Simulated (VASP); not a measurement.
An input for Quantum ESPRESSO's pw.x (written as the equivalent of a VASP run, and not itself run):

```
&CONTROL
  calculation = 'vc-relax'
  pseudo_dir = './pseudo'
  outdir = './out'
  tprnfor = .true.
  tstress = .true.
  nstep = 40
  forc_conv_thr = 0.00078
/
&SYSTEM
  ibrav = 0
  nat = 2
  ntyp = 1
  ecutwfc = 66
  occupations = 'smearing'
  smearing = 'methfessel-paxton'
  degauss = 0.00735
  input_dft = 'pbe'
/
&ELECTRONS
  conv_thr = 7.3e-08
  electron_maxstep = 100
/
&IONS
/
&CELL
/
ATOMIC_SPECIES
  Zr 91.224 Zr.upf
CELL_PARAMETERS angstrom
     1.6128098   -2.7934685    0.0000000
     1.6128098    2.7934685   -0.0000000
    -0.0000000   -0.0000000    5.1927656
ATOMIC_POSITIONS crystal
  Zr   0.3333330  0.6666670  0.2500000
  Zr   0.6666670  0.3333330  0.7500000
K_POINTS automatic
  13 13 7 0 0 0
```

Task: Write the VASP files for the same calculation (PBE).

Result: This is not unique; one that fits is 
**POSCAR**
```
Zr
1.0
  1.6128098066  -2.7934684740   0.0000000000
  1.6128098066   2.7934684740   0.0000000000
  0.0000000000   0.0000000000   5.1927655795
Zr
2
direct
  0.3333330000   0.6666670000   0.2500000000
  0.6666670000   0.3333330000   0.7500000000
```

### INCAR
```
ALGO  =  Normal
EDIFF  =  1E-6
EDIFFG  =  -0.02
ENCUT  =  500
GGA  =  PE
IBRION  =  2
ISIF  =  3
ISMEAR  =  1
LASPH  =  .TRUE.
LCHARG  =  .FALSE.
LMAXMIX  =  4
LREAL  =  .FALSE.
LWAVE  =  .FALSE.
NELM  =  100
NSW  =  40
PREC  =  Accurate
SIGMA  =  0.1
SYSTEM  =  Zr
```

### KPOINTS
```
Automatic mesh
0
Gamma
13 13 7
0 0 0
```

POTCAR, in this order: Zr_sv (PBE.64 set). Program: vasp_std.

What does not carry over: the potentials are each code's own (VASP's PAW set, PseudoDojo norm-conserving files in pw.x), so ENCUT and ecutwfc are chosen apart and not converted; conv_thr bounds pw.x's estimated SCF error, while EDIFF bounds the energy change between steps; forc_conv_thr acts on force components and is met together with etot_conv_thr.

The compound is Zr in the hcp structure. It was relaxed first.
